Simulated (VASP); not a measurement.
Computed with LDA (Ceperley-Alder, Perdew-Zunger), VASP's LDA PAW potentials (set 64) (plane waves; VASP).

The input files of a VASP run:

### POSCAR
```
CdS
4.1153610
  0.0000000000   0.7071068613   0.7071068613
  0.7071068613   0.0000000000   0.7071068613
  0.7071068613   0.7071068613   0.0000000000
Cd S
1 1
direct
  0.0058270000  -0.0069250000   0.0046430000
  0.2441730000   0.2569250000   0.2453570000
```

KPOINTS:
```
Automatic mesh
0
Gamma
5 5 5
0 0 0
```

### INCAR
```
SYSTEM = CdS
PREC = Accurate
ENCUT = 300
EDIFF = 1E-6
NELM = 100
ALGO = Normal
LREAL = .FALSE.
LASPH = .TRUE.
ISMEAR = -1
SIGMA = 0.05
LMAXMIX = 4
LWAVE = .FALSE.
LCHARG = .FALSE.
ISIF = 2
```

POTCAR, in this order: Cd S (LDA.64 set). Program: vasp_std.

At this cut-off the stress carries a Pulay error, which pulls relaxed volumes low.

Problem. Estimate the energy per atom (σ→0), pressure, band gap (on the k-mesh).

Solution. 
```
Property                          Result
------------------------  --------------
energy per atom (σ→0)     -3.688 eV/atom
band gap (on the k-mesh)         0.88 eV
pressure                       -1.60 GPa
```

File OSZICAR:
```
...
DAV:   7    -0.738205468358E+01    0.29463E-01   -0.16728E-01  1688   0.333E+00    0.312E+00
DAV:   8    -0.737639272853E+01    0.56620E-02   -0.18450E-02  1763   0.191E+00    0.237E-01
DAV:   9    -0.737594970468E+01    0.44302E-03   -0.23566E-03  1968   0.808E-01    0.603E-02
DAV:  10    -0.737594150985E+01    0.81948E-05   -0.18532E-04  1803   0.168E-01    0.644E-02
DAV:  11    -0.737595367867E+01   -0.12169E-04   -0.40553E-05  1753   0.756E-02    0.132E-02
DAV:  12    -0.737594708015E+01    0.65985E-05   -0.27507E-05  2241   0.772E-02    0.534E-03
DAV:  13    -0.737594722883E+01   -0.14868E-06   -0.14539E-06  1414   0.105E-02
   1 F= -.73759472E+01 E0= -.73759455E+01  d E =-.350903E-05
```

The structure is a typed CdS crystal. The cell was not relaxed at this level, atoms are displaced from their ideal sites.
